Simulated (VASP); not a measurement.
These are PBE GGA with spin-orbit coupling, VASP's PBE PAW potentials (set 64) (plane waves; VASP) values and carry that method's errors.

The input files of a VASP run:

**POSCAR**
```
In
1.0
  0.0000000000   3.1442920000   3.1442920000
  3.1442920000   0.0000000000   3.1442920000
  3.1442920000   3.1442920000   0.0000000000
In
2
Cart
  4.7164380000   4.7164380000   4.7164380000
  3.1442920000   3.1442920000   3.1442920000
```

**KPOINTS**
```
Automatic mesh
0
Gamma
7 7 7
0 0 0
```

INCAR:
```
LMAXMIX = 4
PREC = Accurate
LNONCOLLINEAR = .TRUE.
LSORBIT = .TRUE.
EDIFF = 1E-6   ! SCF stop (eV)
SYSTEM = In
LWAVE = .FALSE.
SIGMA = 0.136   ! width (eV)
LASPH = .TRUE.
ISIF = 2
GGA = PE   ! PBE
NELM = 100
LREAL = .FALSE.   ! projection in real space or not
ISMEAR = -1   ! Fermi-Dirac
ENCUT = 300   ! plane-wave cut-off (eV)
ALGO = Normal   ! blocked Davidson
LCHARG = .FALSE.
MAGMOM = 6*0.0
LORBIT = 11   ! lm-projected
GGA_COMPAT = .FALSE.
```

POTCAR, in this order: In_d (PBE.64 set). Program: vasp_ncl.

Output of the run:

**OUTCAR**
```
 ion  position               nearest neighbor table
   1  0.750  0.750  0.750-   2 2.72   2 2.72   2 2.72   2 2.72
   2  0.500  0.500  0.500-   1 2.72   1 2.72   1 2.72   1 2.72
  LATTYP: Found a face centered cubic cell.
 ALAT       =     6.2885840000
 Subroutine PRICEL returns:
 Original cell was already a primitive cell.
 Subroutine GETGRP returns: Found 48 space group operations
The static configuration has the point symmetry T_d .
 The point group associated with its full space group is O_h .
The dynamic configuration has the point symmetry T_d .
The overall configuration has the point symmetry T_d .
 Subroutine INISYM returns: Found 48 space group operations
 Subroutine IBZKPT returns following result:
 Found     20 irreducible k-points:

 Following reciprocal coordinates:
            Coordinates               Weight
  0.000000  0.000000  0.000000      1.000000
  0.142857  0.000000  0.000000      8.000000
  0.285714  0.000000  0.000000      8.000000
  0.428571  0.000000  0.000000      8.000000
  0.142857  0.142857  0.000000      6.000000
  0.285714  0.142857  0.000000     24.000000
  0.428571  0.142857  0.000000     24.000000
...
```

File OSZICAR:
```
       N       E                     dE             d eps       ncg     rms          rms(c)
DAV:   1     0.221862141161E+03    0.22186E+03   -0.95626E+03  1360   0.144E+03
DAV:   2     0.160896549587E+02   -0.20577E+03   -0.20216E+03  1402   0.395E+02
DAV:   3    -0.364229339210E+01   -0.19732E+02   -0.19542E+02  1580   0.157E+02
DAV:   4    -0.430567151517E+01   -0.66338E+00   -0.66276E+00  1608   0.334E+01
DAV:   5    -0.433907038901E+01   -0.33399E-01   -0.33397E-01  2206   0.527E+00    0.463E+00
DAV:   6    -0.429771864002E+01    0.41352E-01   -0.80253E-02  1830   0.542E+00    0.221E+00
DAV:   7    -0.428939149446E+01    0.83271E-02   -0.26042E-02  1844   0.274E+00    0.803E-01
DAV:   8    -0.428921472036E+01    0.17677E-03   -0.13735E-03  1784   0.421E-01    0.307E-01
DAV:   9    -0.428938205809E+01   -0.16734E-03   -0.94003E-04  1600   0.365E-01    0.550E-02
DAV:  10    -0.428939916549E+01   -0.17107E-04   -0.37421E-05  1854   0.710E-02    0.209E-02
DAV:  11    -0.428940408789E+01   -0.49224E-05   -0.11411E-05  1536   0.381E-02    0.874E-03
DAV:  12    -0.428940431074E+01   -0.22285E-06   -0.39501E-07  1092   0.692E-03
   1 F= -.42894043E+01 E0= -.42447760E+01  d E =-.892566E-01  mag=    -0.0000    -0.0000     0.0000
```

File OUTCAR:
```
------------------------ aborting loop because EDIFF is reached ----------------------------------------
  FORCE on cell =-STRESS in cart. coord.  units (eV):
  Direction    XX          YY          ZZ          XY          YZ          ZX
  --------------------------------------------------------------------------------------
  Total        2.8217726      2.8217726      2.8217726      0.0000000      0.0000000     -0.0000000
  in kB       72.7166709     72.7166709     72.7166709      0.0000000      0.0000000     -0.0000000
  external PRESSURE =      72.7166709 kB  Pullay stress =       0.0000000 kB
  volume of cell :       62.17
      direct lattice vectors                 reciprocal lattice vectors
     0.000000000  3.144292000  3.144292000    -0.159018310  0.159018310  0.159018310
     3.144292000  0.000000000  3.144292000     0.159018310 -0.159018310  0.159018310
     3.144292000  3.144292000  0.000000000     0.159018310  0.159018310 -0.159018310
 POSITION                                       TOTAL-FORCE (eV/Angst)
 -----------------------------------------------------------------------------------
      4.71644      4.71644      4.71644         0.000000     -0.000000     -0.000000
      3.14429      3.14429      3.14429        -0.000000      0.000000      0.000000
 -----------------------------------------------------------------------------------
    total drift:                                0.000000      0.000000      0.000000
  FREE ENERGIE OF THE ION-ELECTRON SYSTEM (eV)
  ---------------------------------------------------
  free  energy   TOTEN  =        -4.2894043107 eV

  energy  without entropy=       -4.2001476659  energy(sigma->0) =       -4.24477599

 total charge

# of ion       s       p       d       tot
------------------------------------------
    1        0.973   0.710   9.834  11.517
    2        0.973   0.710   9.834  11.517
--------------------------------------------------
tot          1.946   1.421  19.667  23.033

 magnetization (x)

# of ion       s       p       d       tot
------------------------------------------
    1        0.000  -0.000  -0.000   0.000
    2        0.000   0.000  -0.000   0.000
--------------------------------------------------
tot          0.000   0.000  -0.000   0.000

 magnetization (y)

# of ion       s       p       d       tot
------------------------------------------
    1        0.000  -0.000  -0.000  -0.000
    2        0.000  -0.000  -0.000  -0.000
--------------------------------------------------
tot          0.000  -0.000  -0.000  -0.000

 magnetization (z)

# of ion       s       p       d       tot
------------------------------------------
    1        0.000   0.000  -0.000   0.000
    2       -0.000   0.000  -0.000   0.000
--------------------------------------------------
tot         -0.000   0.000  -0.000   0.000

 Ion:    1  E_soc:     -0.0803058

 Ion:    2  E_soc:     -0.0803058
```
(Selected blocks of OUTCAR.)

**OUTCAR**
```
 val. band max:        5.2141495173   @ k =   0.4286   0.2857   0.0000

 cond. band min:       5.3313702197   @ k =  -0.4286   0.2857   0.1429


 Fermi energy:         5.2766726018

 k-point     1 :       0.0000    0.0000    0.0000
  band No.  band energies     occupation
      1      -9.8939      1.00000
      2      -9.8939      1.00000
      3      -9.8939      1.00000
      4      -9.8939      1.00000
      5      -9.7375      1.00000
      6      -9.7375      1.00000
      7      -9.7375      1.00000
      8      -9.7375      1.00000
      9      -9.2517      1.00000
     10      -9.2517      1.00000
     11      -8.7975      1.00000
     12      -8.7975      1.00000
     13      -8.7975      1.00000
     14      -8.7975      1.00000
     15      -8.6182      1.00000
     16      -8.6182      1.00000
     17      -8.6182      1.00000
     18      -8.6182      1.00000
     19      -8.5266      1.00000
     20      -8.5266      1.00000
     21      -3.5177      1.00000
     22      -3.5177      1.00000
     23       7.6993      0.00000
     24       7.6993      0.00000
     25       8.3368      0.00000
     26       8.3368      0.00000
     27       8.3368      0.00000
     28       8.3368      0.00000
     29       9.0140      0.00000
     30       9.0140      0.00000
     31       9.4842      0.00000
     32       9.4842      0.00000
     33       9.8652      0.00000
     34       9.8652      0.00000

 k-point     2 :       0.1429    0.0000    0.0000
  band No.  band energies     occupation
      1      -9.9013      1.00000
      2      -9.9013      1.00000
      3      -9.8860      1.00000
      4      -9.8860      1.00000
      5      -9.7508      1.00000
      6      -9.7508      1.00000
      7      -9.7255      1.00000
      8      -9.7255      1.00000
      9      -9.2193      1.00000
     10      -9.2193      1.00000
     11      -8.8337      1.00000
     12      -8.8337      1.00000
     13      -8.8067      1.00000
     14      -8.8067      1.00000
...
```

At this cut-off the stress carries a Pulay error, which pulls relaxed volumes low.

The structure was generated: In was put into an ordered model structure, which need not be its known phase. The cell was not relaxed at this level. The run is one of a series of settings (GGA_COMPAT = .FALSE., LNONCOLLINEAR = .TRUE., LSORBIT = .TRUE., MAGMOM = 0.0 0.0 0.0 0.0 0.0 0.0, program vasp_ncl against the base run), some of them coarse on purpose.
